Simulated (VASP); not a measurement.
SnGe (relaxed from the NiAs structure, space group P6_3/mmc): computed properties

Method: LDA (Ceperley-Alder, Perdew-Zunger), VASP's LDA PAW potentials (set 64) (plane waves; VASP 6.6.1).

```
Quantity                                                                                                    Value
----------------------------------  -----------------------------------------------------------------------------
space group                                                                                        P6_3/mmc (194)
cell                                a = 3.9313 Å, b = 3.9313 Å, c = 6.9032 Å, α = 90.00°, β = 90.00°, γ = 120.00°
volume per atom                                                                                     23.10 Å³/atom
band gap (over mesh and band path)                                       none (metal, semimetal or under 0.01 eV)
band gap with spin-orbit coupling                                                                 none (metallic)
density                                                                                                6.88 g/cm³
```

```cif
data_Ge2Sn2
_chemical_formula_sum 'Sn2 Ge2'
_space_group_name_H-M_alt 'P 1'
_space_group_IT_number 1
_cell_length_a 3.93126
_cell_length_b 3.93126
_cell_length_c 6.90322
_cell_angle_alpha 90.000
_cell_angle_beta 90.000
_cell_angle_gamma 120.000
loop_
_space_group_symop_operation_xyz
  'x, y, z'
loop_
_atom_site_label
_atom_site_type_symbol
_atom_site_fract_x
_atom_site_fract_y
_atom_site_fract_z
_atom_site_occupancy
Sn1 Sn 0.00000 0.00000 0.00000 1
Sn2 Sn 0.00000 0.00000 0.50000 1
Ge1 Ge 0.33333 0.66667 0.25000 1
Ge2 Ge 0.66667 0.33333 0.75000 1
```

Unless said otherwise, spin-orbit coupling is left out, though it shifts the bands of the heavy elements here.

The structure was generated: SnGe was put into the NiAs type (P6_3/mmc), which need not be its known phase. It was relaxed first, which changed the volume by -7 %. Symmetry was kept, so distortions that lower it aren't found.
